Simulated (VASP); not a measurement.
All values below come from PBE GGA with D3 dispersion (zero damping), VASP's PBE PAW potentials (set 64) (plane waves; VASP).

Input for VASP

### POSCAR
```
FeAl
1.0
  2.9100000000   0.0000000000   0.0000000000
  0.0000000000   2.9100000000   0.0000000000
  0.0000000000   0.0000000000   2.9100000000
Al Fe
1 1
Direct
  0.5000000000   0.5000000000   0.5000000000
  0.0000000000   0.0000000000   0.0000000000
```

File KPOINTS:
```
Automatic mesh
0
Gamma
11 11 11
0 0 0
```

**INCAR**
```
ALGO=Normal
EDIFF=1E-6
EDIFFG=-0.01
ENCUT=520
GGA=PE
IBRION=2
ISIF=3
ISMEAR=1
IVDW=11
LASPH=.TRUE.
LCHARG=.FALSE.
LMAXMIX=4
LREAL=.FALSE.
LWAVE=.FALSE.
NELM=100
NSW=60
PREC=Accurate
SIGMA=0.1
SYSTEM=FeAl
```

POTCAR, in this order: Al Fe (PBE.64 set). Program: vasp_std.

Energy and stress use the plane-wave basis of the starting cell.

Question: What does the run give for the energy per atom (σ→0), dispersion energy, volume per atom, band gap (on the k-mesh)?

Answer: 
- energy per atom (σ→0): -6607 meV/atom
- dispersion energy: -0.615 eV
- band gap (on the k-mesh): none (metal, semimetal or under 0.01 eV)
- volume per atom: 11.47 Å³/atom

File OSZICAR:
```
...
DAV:   2    -0.136145166827E+02   -0.50180E+00   -0.20155E+01  1253   0.701E+01    0.827E+00
DAV:   3    -0.126065414912E+02    0.10080E+01   -0.67398E+00  1209   0.425E+01    0.987E-01
DAV:   4    -0.126021482188E+02    0.43933E-02   -0.22073E-02  1039   0.155E+00    0.647E-01
DAV:   5    -0.125984212692E+02    0.37269E-02   -0.68176E-03  1355   0.849E-01    0.772E-02
DAV:   6    -0.125984492315E+02   -0.27962E-04   -0.79560E-05  1076   0.100E-01    0.270E-02
DAV:   7    -0.125984503516E+02   -0.11201E-05   -0.20582E-05  1282   0.760E-02    0.322E-03
DAV:   8    -0.125984502702E+02    0.81419E-07   -0.30906E-07   515   0.100E-02
   3 F= -.13213557E+02 E0= -.13213637E+02  d E =-.674186E-01
```

The compound is FeAl in the CsCl type structure. This run relaxes it. Symmetry was kept, so distortions that lower it aren't found. The run is not spin-polarised, so no magnetic state was tried. The electron count is odd and the run is not spin-polarised, which forces a metal.
